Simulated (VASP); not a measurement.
# Rb4P (P4/mmm) in VASP: single point with PBE

Aim: the single point of Rb4P with PBE.

All numbers are computed with VASP 6.6.1; they aren't measurements. Logs are shortened: lines on timing, memory, paths and dates and some standing lists are left out, and cuts for length are marked.

## Step 1: The crystal as given

It takes space group P4/mmm (No. 123, tetragonal). The conventional cell has a = 5.866 Å, b = 5.866 Å, c = 8.773 Å, α = 90.00°, β = 90.00°, γ = 90.00°. Rb (site symmetry 2mm) has 2 P at 3.49 Å and 1 Rb at 3.78 Å as nearest neighbours. Around P (site symmetry 4/mmm) lie 8 Rb at 3.49 Å.

The cell was built by a generator and needn't be a form met in nature.

## Step 2: Single point, PBE

INCAR

```
  ALGO = Fast
  EDIFF = 1E-7
  ENCUT = 520
  GGA = PE
  ISIF = 2
  ISMEAR = 0
  LASPH = True
  LCHARG = False
  LREAL = False
  LWAVE = False
  NBANDS = 28
  NELM = 100
  PREC = Accurate
  SIGMA = 0.1
```

KPOINTS

```
k-points
0
Gamma
  6 6 4
```

POSCAR

```
Rb4P
1.0
    5.8658525512      0.0000000000      0.0000000000
    0.0000000000      5.8658525512      0.0000000000
    0.0000000000      0.0000000000      8.7727177049
Rb P
4 1
Direct
    0.5000000000      0.0000000000      0.2157107253
    0.0000000000      0.5000000000      0.7842892747
    0.5000000000      0.0000000000      0.7842892747
    0.0000000000      0.5000000000      0.2157107253
    0.0000000000      0.0000000000      0.0000000000
```

Potentials or basis: VASP PAW PBE potentials, release 64 (Rb_sv, P).

Launch:

```
$ cat potpaw_PBE.64/Rb_sv/POTCAR potpaw_PBE.64/P/POTCAR > POTCAR
$ mpirun -np 1 vasp_std > vasp.out
```

OUTCAR:

```text
EDIFF = 1E-7
   ENCUT = 520
   GGA = PE
   ISIF = 2
   ISMEAR = 0
   LASPH = True
   LREAL = False
   NELM = 100
   PREC = Accurate

 ion  position               nearest neighbor table
   1  0.500  0.000  0.216-   5 3.49   5 3.49   3 3.78   4 4.15   4 4.15   4 4.15   4 4.15   3 4.99
                             2 5.62   2 5.62   2 5.62   2 5.62
   2  0.000  0.500  0.784-   5 3.49   5 3.49   4 3.78   3 4.15   3 4.15   3 4.15   3 4.15   4 4.99
                             1 5.62   1 5.62   1 5.62   1 5.62
   3  0.500  0.000  0.784-   5 3.49   5 3.49   1 3.78   2 4.15   2 4.15   2 4.15   2 4.15   1 4.99
                             4 5.62   4 5.62   4 5.62   4 5.62
   4  0.000  0.500  0.216-   5 3.49   5 3.49   2 3.78   1 4.15   1 4.15   1 4.15   1 4.15   2 4.99
                             3 5.62   3 5.62   3 5.62   3 5.62
   5  0.000  0.000  0.000-   1 3.49   2 3.49   3 3.49   4 3.49   2 3.49   4 3.49   1 3.49   3 3.49

  LATTYP: Found a simple tetragonal cell.
 ALAT       =     5.8658525512
 C/A-ratio  =     1.4955571468

  Lattice vectors:

 A1 = (   5.8658525512,   0.0000000000,   0.0000000000)
 A2 = (   0.0000000000,   5.8658525512,   0.0000000000)
 A3 = (   0.0000000000,   0.0000000000,   8.7727177049)

Analysis of symmetry for initial positions (statically):
=====================================================================
 Subroutine PRICEL returns:
 Original cell was already a primitive cell.

 Routine SETGRP: Setting up the symmetry group for a
 simple tetragonal supercell.

 Subroutine GETGRP returns: Found 16 space group operations
 (whereof 16 operations were pure point group operations)
 out of a pool of 16 trial point group operations.

The static configuration has the point symmetry D_4h.

Analysis of symmetry for dynamics (positions and initial velocities):
=====================================================================
 Subroutine PRICEL returns:
 Original cell was already a primitive cell.

 Routine SETGRP: Setting up the symmetry group for a
 simple tetragonal supercell.

 Subroutine GETGRP returns: Found 16 space group operations
 (whereof 16 operations were pure point group operations)
 out of a pool of 16 trial point group operations.

The dynamic configuration has the point symmetry D_4h.

 Subroutine INISYM returns: Found 16 space group operations
 (whereof 16 operations are pure point group operations),
 and found     1 'primitive' translations

----------------------------------------------------------------------------------------

                                     Primitive cell

  volume of cell :     301.8537

  direct lattice vectors                    reciprocal lattice vectors
     5.865852551  0.000000000  0.000000000     0.170478203  0.000000000  0.000000000
     0.000000000  5.865852551  0.000000000     0.000000000  0.170478203  0.000000000
     0.000000000  0.000000000  8.772717705     0.000000000  0.000000000  0.113989762

  length of vectors
     5.865852551  5.865852551  8.772717705     0.170478203  0.170478203  0.113989762

  position of ions in fractional coordinates (direct lattice)
     0.500000000  0.000000000  0.215710725
     0.000000000  0.500000000  0.784289275
     0.500000000  0.000000000  0.784289275
     0.000000000  0.500000000  0.215710725
     0.000000000  0.000000000  0.000000000

  ion indices of the primitive-cell ions
   primitive index   ion index
                 1           1
                 2           2
                 3           3
                 4           4
                 5           5

----------------------------------------------------------------------------------------

 KPOINTS: k-points

Automatic generation of k-mesh.
 Grid dimensions read from file:
 generate k-points for:    6    6    4

 Generating k-lattice:

  Cartesian coordinates                     Fractional coordinates (reciprocal lattice)
     0.028413034  0.000000000  0.000000000     0.166666667  0.000000000  0.000000000
     0.000000000  0.028413034  0.000000000     0.000000000  0.166666667  0.000000000
     0.000000000  0.000000000  0.028497440     0.000000000  0.000000000  0.250000000

  Length of vectors
     0.028413034  0.028413034  0.028497440

  Shift w.r.t. Gamma in fractional coordinates (k-lattice)
     0.000000000  0.000000000  0.000000000

 Subroutine IBZKPT returns following result:
 ===========================================

 Found     30 irreducible k-points:

 Following reciprocal coordinates:
            Coordinates               Weight
  0.000000  0.000000  0.000000      1.000000
  0.166667  0.000000  0.000000      4.000000
  0.333333  0.000000  0.000000      4.000000
  0.500000  0.000000  0.000000      2.000000
  0.166667  0.166667  0.000000      4.000000
  0.333333  0.166667  0.000000      8.000000
[... 16 lines left out ...]
  0.333333  0.000000  0.500000      4.000000
  0.500000  0.000000  0.500000      2.000000
 [... further k-points ...]
   k-points           NKPTS =     30   k-points in BZ     NKDIM =     30   number of bands    NBANDS=     28
   number of dos      NEDOS =    301   number of ions     NIONS =      5
   total plane-waves  NPLWV = 161280
   dimension x,y,z NGX =    48 NGY =   48 NGZ =   70
   dimension x,y,z NGXF=    96 NGYF=   96 NGZF=  140
   ions per type =               4   1
   NGX,Y,Z   is equivalent  to a cutoff of  13.60, 13.60, 13.27 a.u.
   NGXF,Y,Z  is equivalent  to a cutoff of  27.21, 27.21, 26.53 a.u.
 SYSTEM =  unknown system
   PREC   = accura    normal or accurate (medium, high low for compatibility)
   ISTART =      0    job   : 0-new  1-cont  2-samecut
   ICHARG =      2    charge: 1-file 2-atom 10-const
   ISPIN  =      1    spin polarized calculation?
   LNONCOLLINEAR =      F non collinear calculations
   LSORBIT =      F    spin-orbit coupling
   LASPH  =      T    aspherical Exc in radial PAW
   ENCUT  =  520.0 eV  38.22 Ry    6.18 a.u.  10.91 10.91 16.31*2*pi/ulx,y,z
   NELM   =    100;   NELMIN=  2; NELMDL= -5     # of ELM steps
   EDIFF  = 0.1E-06   stopping-criterion for ELM
   LREAL  =      F    real-space projection
   EDIFFG = 0.1E-05   stopping-criterion for IOM
   NSW    =      0    number of steps for IOM
   IBRION =     -1    ionic relax: 0-MD 1-quasi-New 2-CG
   NFREE  =      0    steps in history (QN), initial steepest desc. (CG)
   ISIF   =      2    stress and relaxation
   ISYM   =      2    0-nonsym 1-usesym 2-fastsym
   POTIM  = 0.5000    time-step for ionic-motion
   TEBEG  =    0.0;   TEEND  =   0.0 temperature during run
   PSTRESS=    0.0 pullay stress
   NELECT =      41.0000    total number of electrons
   NUPDOWN=      -1.0000    fix difference up-down
   EMIN   =  10.00;   EMAX   =-10.00  energy-range for DOS
   EFERMI =   0.00;   METHOD = LEGACY
   ISMEAR =     0;   SIGMA  =   0.10  broadening in eV -4-tet -1-fermi 0-gaus
   EFERMI_NEDOS =   21; number of points for ismear=-14 and -15
   IALGO  =     68    algorithm
   IMIX   =      4    mixing-type and parameters
     AMIX     =   0.40;   BMIX     =  1.00
     AMIX_MAG =   1.60;   BMIX_MAG =  1.00
  volume/ion in A,a.u.               =      60.37       407.40
  Fermi-wavevector in a.u.,A,eV,Ry     =   0.841532  1.590265  9.635321  0.708176
  Thomas-Fermi vector in A             =   1.956092
   LORBIT       =      0    0 simple, 1 ext, 2 COOP (PROOUT), +10 PAW based schemes
   GGA     = PE    functional components
   LHFCALC =     F    Hartree Fock is set to
   AEXX    =    0.0000 exact exchange contribution
   IVDW    =     0    specifies the selected vdW correction
   LEPSILON=     F    determine dielectric tensor
   LRPA    =     F    only Hartree local field effects (RPA)
 non-spin polarized calculation
 RMM-DIIS sequential band-by-band and
 Gauss-broadening in eV      SIGMA  =   0.10
  energy-cutoff  :      520.00
  volume of cell :      301.85
 maximum number of plane-waves:      8168
 NGX is ok and might be reduce to    48
   NGX = 21   NGY = 21   NGZ = 33

 number of electron      41.0000000 magnetization

 Free energy of the ion-electron system (eV)
  ---------------------------------------------------
  ext. energy  EPLUGINS =         0.00000000
  ---------------------------------------------------
  free energy    TOTEN  =        -9.58947666 eV

  energy without entropy =       -9.57237889  energy(sigma->0) =       -9.58092778

 E-fermi :   0.5334     XC(G=0):  -6.1526

 val. band max:        0.5241994461   @ k =   0.3333   0.1667   0.2500
 cond. band min:       0.5554596339   @ k =   0.3333   0.1667   0.5000
 fundamental gap:      0.0312601877
 Fermi energy:         0.5334041150

 k-point     1 :       0.0000    0.0000    0.0000
  band No.  band energies     occupation
      1     -27.7679      2.00000
      2     -27.7430      2.00000
      3     -27.7325      2.00000
      4     -27.7089      2.00000
      5     -12.1051      2.00000
      6     -12.0475      2.00000
[... 20 lines left out ...]
     27       3.3834      0.00000
     28       3.5913      0.00000

 k-point     2 :       0.1667    0.0000    0.0000
  band No.  band energies     occupation
      1     -27.7655      2.00000
      2     -27.7407      2.00000
      3     -27.7349      2.00000
      4     -27.7111      2.00000
      5     -12.0967      2.00000
      6     -12.0380      2.00000
[... 20 lines left out ...]
     27       3.4842      0.00000
     28       3.6228      0.00000

 k-point     3 :       0.3333    0.0000    0.0000
  band No.  band energies     occupation
      1     -27.7589      2.00000
      2     -27.7413      2.00000
      3     -27.7344      2.00000
      4     -27.7173      2.00000
      5     -12.0740      2.00000
      6     -12.0196      2.00000
[... 20 lines left out ...]
     27       3.8058      0.00000
     28       4.2910      0.00000

 k-point     4 :       0.5000    0.0000    0.0000
  band No.  band energies     occupation
      1     -27.7501      2.00000
      2     -27.7501      2.00000
      3     -27.7258      2.00000
      4     -27.7258      2.00000
      5     -12.0489      2.00000
      6     -12.0376      2.00000
[... 20 lines left out ...]
     27       3.9176      0.00000
     28       3.9969      0.00000

 k-point     5 :       0.1667    0.1667    0.0000
  band No.  band energies     occupation
      1     -27.7634      2.00000
      2     -27.7387      2.00000
      3     -27.7369      2.00000
      4     -27.7131      2.00000
      5     -12.0899      2.00000
      6     -12.0694      2.00000
[... 20 lines left out ...]
     27       3.5536      0.00000
     28       4.2749      0.00000

 k-point     6 :       0.3333    0.1667    0.0000
  band No.  band energies     occupation
      1     -27.7577      2.00000
      2     -27.7424      2.00000
      3     -27.7332      2.00000
      4     -27.7184      2.00000
      5     -12.0803      2.00000
      6     -12.0682      2.00000
[... 463 lines left out ...]
      5     -12.0733      2.00000
      6     -12.0439      2.00000
[... 20 lines left out ...]
     27       3.4924      0.00000
     28       4.3037      0.00000

 k-point    22 :       0.1667    0.0000    0.5000
  band No.  band energies     occupation
      1     -27.7646      2.00000
      2     -27.7415      2.00000
      3     -27.7341      2.00000
      4     -27.7119      2.00000
      5     -12.0656      2.00000
      6     -12.0343      2.00000
[... 20 lines left out ...]
     27       3.9850      0.00000
     28       4.0640      0.00000

 k-point    23 :       0.3333    0.0000    0.5000
  band No.  band energies     occupation
      1     -27.7581      2.00000
      2     -27.7405      2.00000
      3     -27.7352      2.00000
      4     -27.7181      2.00000
      5     -12.0443      2.00000
      6     -12.0117      2.00000
[... 20 lines left out ...]
     27       3.6619      0.00000
     28       3.9336      0.00000

 k-point    24 :       0.5000    0.0000    0.5000
  band No.  band energies     occupation
      1     -27.7493      2.00000
      2     -27.7492      2.00000
      3     -27.7267      2.00000
      4     -27.7267      2.00000
      5     -12.0213      2.00000
      6     -12.0114      2.00000
[... 20 lines left out ...]
     27       3.6598      0.00000
     28       3.6659      0.00000

 [... further k-points ...]
[... 5 lines left out ...]
  --------------------------------------------------------------------------------------
  -------------------------------------------------------------------------------------
  Total        0.0515473      0.0515473      0.1010602      0.0000000      0.0000000      0.0000000
  in kB        0.2736024      0.2736024      0.5364068      0.0000000      0.0000000      0.0000000
  external PRESSURE =       0.3612039 kB  Pullay stress =       0.0000000 kB

 VOLUME and BASIS-vectors are now :
 -----------------------------------------------------------------------------
  energy-cutoff  :      520.00
  volume of cell :      301.85
      direct lattice vectors                 reciprocal lattice vectors
     5.865852551  0.000000000  0.000000000     0.170478203  0.000000000  0.000000000
     0.000000000  5.865852551  0.000000000     0.000000000  0.170478203  0.000000000
     0.000000000  0.000000000  8.772717705     0.000000000  0.000000000  0.113989762

 POSITION                                       TOTAL-FORCE (eV/Angst)
 -----------------------------------------------------------------------------------
      2.93293      0.00000      1.89237        -0.000000      0.000000      0.011418
      0.00000      2.93293      6.88035        -0.000000      0.000000     -0.011418
      2.93293      0.00000      6.88035         0.000000      0.000000     -0.011418
      0.00000      2.93293      1.89237         0.000000     -0.000000      0.011418
      0.00000      0.00000      0.00000        -0.000000     -0.000000      0.000000
 -----------------------------------------------------------------------------------
    total drift:                                0.000000      0.000000     -0.000000

  FREE ENERGIE OF THE ION-ELECTRON SYSTEM (eV)
  ---------------------------------------------------
  free  energy   TOTEN  =        -9.5894766645 eV

  energy  without entropy=       -9.5723788899  energy(sigma->0) =       -9.58092778
```

Run time: 6.5 min. Hardware: 1 thread of AMD EPYC 9R45 (Zen 5), shared host; peak memory 0.49 GiB.

What came out:

```
Free energy            : -9.5895 eV
Pressure               : 0.0 GPa
Largest force          : 0.011 eV/Å
Band gap on the k mesh : none (metal or under the smearing width)
```

Forces on the atoms (eV/Å):
```
Rb   0.000  0.000  0.011
Rb   0.000  0.000 -0.011
Rb   0.000  0.000 -0.011
Rb   0.000  0.000  0.011
P    0.000  0.000  0.000
```

Levels at points of the mesh, in eV from the Fermi level:
| k point | band 17 | band 18 | band 19 | band 20 | band 21 | band 22 | band 23 | band 24 |
| --- | --- | --- | --- | --- | --- | --- | --- | --- |
| (0.00, 0.00, 0.00) | -8.00 | -1.22 | -1.17 | -0.55 | -0.55 | 0.90 | 1.05 | 2.62 |
| (0.50, 0.00, 0.00) | -7.91 | -1.21 | -0.67 | -0.52 | 0.19 | 0.20 | 1.58 | 1.70 |
| (0.50, 0.50, 0.00) | -7.84 | -1.03 | -1.03 | -0.26 | 0.75 | 1.07 | 1.12 | 1.50 |
| (0.00, 0.00, 0.50) | -7.99 | -1.55 | -0.54 | -0.54 | -0.25 | -0.20 | 1.81 | 2.38 |
| (0.50, 0.00, 0.50) | -7.91 | -1.08 | -0.81 | -0.52 | -0.04 | 0.75 | 1.24 | 2.17 |
| (0.50, 0.50, 0.50) | -7.84 | -0.94 | -0.94 | -0.29 | 0.77 | 1.07 | 1.16 | 1.16 |
